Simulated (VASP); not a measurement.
The input files of a VASP run:

**INCAR**
```
SYSTEM = ZnS
PREC = Accurate
ENCUT = 400
EDIFF = 1E-6
NELM = 40
ALGO = Normal
LREAL = .FALSE.
LASPH = .TRUE.
ISMEAR = 0
SIGMA = 0.05
GGA = PE
LMAXMIX = 4
LWAVE = .FALSE.
LCHARG = .FALSE.
ISIF = 2
```

**POSCAR**
```
ZnS
1
    1.9100000000    -3.3082170000     0.0000000000
    1.9100000000     3.3082170000     0.0000000000
    0.0000000000     0.0000000000     6.2600000000
Zn S
2 3
Direct
  0.6666670000   0.3333330000   0.5000000000
  0.3333330000   0.6666670000   0.0000000000
  0.6666670000   0.3333330000   0.8750000000
  0.3333330000   0.6666670000   0.3750000000
  0.3833330000   0.7166670000   0.4250000000
```

**KPOINTS**
```
Automatic mesh
0
Gamma
5 5 3
0 0 0
```

POTCAR, in this order: Zn S (PBE.64 set). Program: vasp_std.

What happens when VASP runs on this input?

There is a fault: one atom is typed twice, on or next to the same site. The run ends without an error.

File standard output:
```
 POSCAR found type information on POSCAR ZnS
 POSCAR found :  2 types and       5 ions
 Reading from existing POTCAR
 Reading from existing POTCAR
 LDA part: xc-table for (Slater+PW92), standard interpolation

 -----------------------------------------------------------------------------
|                                                                             |
|           W    W    AA    RRRRR   N    N  II  N    N   GGGG   !!!           |
|           W    W   A  A   R    R  NN   N  II  NN   N  G    G  !!!           |
|           W    W  A    A  R    R  N N  N  II  N N  N  G       !!!           |
|           W WW W  AAAAAA  RRRRR   N  N N  II  N  N N  G  GGG   !            |
|           WW  WW  A    A  R   R   N   NN  II  N   NN  G    G                |
|           W    W  A    A  R    R  N    N  II  N    N   GGGG   !!!           |
|                                                                             |
|     The distance between some ions is very small. Please check the          |
|     nearest-neighbor list in the OUTCAR file.                               |
|     I HOPE YOU KNOW WHAT YOU ARE DOING!                                     |
|                                                                             |
 -----------------------------------------------------------------------------

 POSCAR, INCAR and KPOINTS ok, starting setup
 WAVECAR not read
 entering main loop
       N       E                     dE             d eps       ncg     rms          rms(c)
DAV:   1     0.125709309321E+04    0.12571E+04   -0.18041E+04  1900   0.176E+03
DAV:   2     0.904497414048E+03   -0.35260E+03   -0.34495E+03  2548   0.385E+02
DAV:   3     0.827129585102E+03   -0.77368E+02   -0.76290E+02  2626   0.174E+02
DAV:   4     0.823396227290E+03   -0.37334E+01   -0.37182E+01  2361   0.425E+01
DAV:   5     0.823265088639E+03   -0.13114E+00   -0.13102E+00  2784   0.768E+00    0.261E+03
DAV:   6     0.847165799573E+03    0.23901E+02   -0.37336E+02  3419   0.277E+02    0.237E+02
DAV:   7     0.862626606698E+03    0.15461E+02   -0.30456E+02  2716   0.122E+02    0.407E+02
DAV:   8     0.863234943263E+03    0.60834E+00   -0.11253E+02  3145   0.105E+02    0.666E+01
DAV:   9     0.863209087901E+03   -0.25855E-01   -0.12030E+01  2277   0.351E+01    0.204E+02
DAV:  10     0.863766521302E+03    0.55743E+00   -0.39536E+00  2910   0.159E+01    0.308E+01
DAV:  11     0.863745215994E+03   -0.21305E-01   -0.69680E-01  2629   0.699E+00    0.294E+01
DAV:  12     0.863736813622E+03   -0.84024E-02   -0.13611E-01  2596   0.386E+00    0.166E+01
DAV:  13     0.863752328636E+03    0.15515E-01   -0.12463E-01  2934   0.972E+00    0.440E+01
DAV:  14     0.863766020608E+03    0.13692E-01   -0.47778E-02  3111   0.258E+00    0.218E+01
DAV:  15     0.863768792370E+03    0.27718E-02   -0.18437E-02  3047   0.201E+00    0.110E+01
DAV:  16     0.863769203198E+03    0.41083E-03   -0.38200E-03  2492   0.706E-01    0.466E+00
DAV:  17     0.863769243361E+03    0.40163E-04   -0.11117E-03  2687   0.290E-01    0.702E-01
DAV:  18     0.863769339216E+03    0.95855E-04   -0.68025E-04  3335   0.448E-01    0.742E-01
DAV:  19     0.863769341585E+03    0.23695E-05   -0.11142E-04  2574   0.126E-01    0.317E-01
DAV:  20     0.863769337286E+03   -0.42992E-05   -0.35526E-05  3031   0.113E-01    0.222E-01
DAV:  21     0.863769338952E+03    0.16659E-05   -0.16179E-05  2393   0.462E-02    0.120E-01
DAV:  22     0.863769339511E+03    0.55879E-06   -0.54860E-06  2203   0.254E-02
   1 F= 0.86376934E+03 E0= 0.86377110E+03  d E =-.351805E-02
```

OUTCAR:
```
------------------------ aborting loop because EDIFF is reached ----------------------------------------
  FORCE on cell =-STRESS in cart. coord.  units (eV):
  Direction    XX          YY          ZZ          XY          YZ          ZX
  --------------------------------------------------------------------------------------
  Total      365.0713346     -4.5249506    984.1436942      2.1182379      0.2770104    604.9762795
  in kB     7393.6115689    -91.6416167  19931.3819338     42.8996385      5.6101556  12252.2893348
  external PRESSURE =    9077.7839620 kB  Pullay stress =       0.0000000 kB
  volume of cell :       79.11
      direct lattice vectors                 reciprocal lattice vectors
     1.910000000 -3.308217000  0.000000000     0.261780105 -0.151138816  0.000000000
     1.910000000  3.308217000  0.000000000     0.261780105  0.151138816  0.000000000
     0.000000000  0.000000000  6.260000000     0.000000000  0.000000000  0.159744409
  FREE ENERGIE OF THE ION-ELECTRON SYSTEM (eV)
  ---------------------------------------------------
  free  energy   TOTEN  =       863.7693395109 eV

  energy  without entropy=      863.7728575596  energy(sigma->0) =      863.77109854
```
(Selected blocks of OUTCAR.)

To mend it, correct POSCAR.
File POSCAR:
```
ZnS
1
    1.9100000000    -3.3082170000     0.0000000000
    1.9100000000     3.3082170000     0.0000000000
    0.0000000000     0.0000000000     6.2600000000
Zn S
2 2
Direct
  0.6666670000   0.3333330000   0.5000000000
  0.3333330000   0.6666670000   0.0000000000
  0.6666670000   0.3333330000   0.8750000000
  0.3333330000   0.6666670000   0.3750000000
```
The mended run (PBE GGA, plane waves, VASP's PBE PAW potentials (set 64)) converges, and its OSZICAR ends with
```
   1 F= -.13668035E+02 E0= -.13668035E+02  d E =-.171614E-15
```
